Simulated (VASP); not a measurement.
An input for Quantum ESPRESSO's pw.x (written as the equivalent of a VASP run, and not itself run):

```
&CONTROL
  calculation = 'vc-relax'
  pseudo_dir = './pseudo'
  outdir = './out'
  tprnfor = .true.
  tstress = .true.
  nstep = 30
  forc_conv_thr = 0.00039
/
&SYSTEM
  ibrav = 0
  nat = 2
  ntyp = 1
  ecutwfc = 74
  occupations = 'smearing'
  smearing = 'methfessel-paxton'
  degauss = 0.00735
  input_dft = 'pz'
/
&ELECTRONS
  conv_thr = 7.3e-09
  electron_maxstep = 100
/
&IONS
/
&CELL
  cell_dofree = 'shape'
/
ATOMIC_SPECIES
  Os 190.230 Os.upf
CELL_PARAMETERS angstrom
     1.3864457   -2.4013940    0.0000000
     1.3864457    2.4013940    0.0000000
     0.0000000    0.0000000    4.3711301
ATOMIC_POSITIONS crystal
  Os   0.3333330  0.6666670  0.2500000
  Os   0.6666670  0.3333330  0.7500000
K_POINTS automatic
  15 15 9 0 0 0
```

Write the VASP files for the same calculation (LDA).

Several could match; the one computed here: 
### KPOINTS
```
Regular mesh
0
G
15 15 9
```

INCAR:
```
! general
SYSTEM  = Os
PREC    = Accurate
ENCUT   = 520
LREAL   = .False.
LASPH   = .True.   ! aspherical one-centre terms

! electronic loop
EDIFF   = 1E-7
NELM    = 100   ! most electronic steps
ALGO    = Normal   ! blocked Davidson
LMAXMIX = 6   ! l cut-off of mixed one-centre charges

! smearing
ISMEAR  = 1
SIGMA   = 0.1

! ions
IBRION  = 2   ! conjugate gradients
NSW     = 30
ISIF    = 4   ! ions and shape, fixed volume
EDIFFG  = -0.01   ! ionic stop

! output
LWAVE   = .False.
LCHARG  = .False.
```

**POSCAR**
```
Os
1
    1.3864456740    -2.4013939942     0.0000000000
    1.3864456740     2.4013939942     0.0000000000
    0.0000000000     0.0000000000     4.3711301080
Os
2
Direct
  0.3333330000   0.6666670000   0.2500000000
  0.6666670000   0.3333330000   0.7500000000
```

POTCAR, in this order: Os (LDA.64 set). Program: vasp_std.

Limits of the translation: the potentials are each code's own (VASP's PAW set, PseudoDojo norm-conserving files in pw.x), so ENCUT and ecutwfc are chosen apart and not converted; conv_thr bounds pw.x's estimated SCF error, while EDIFF bounds the energy change between steps; forc_conv_thr acts on force components and is met together with etot_conv_thr.

The compound is Os in the hcp structure. This cell is one point of a volume scan, at 1.06 of the reference volume.
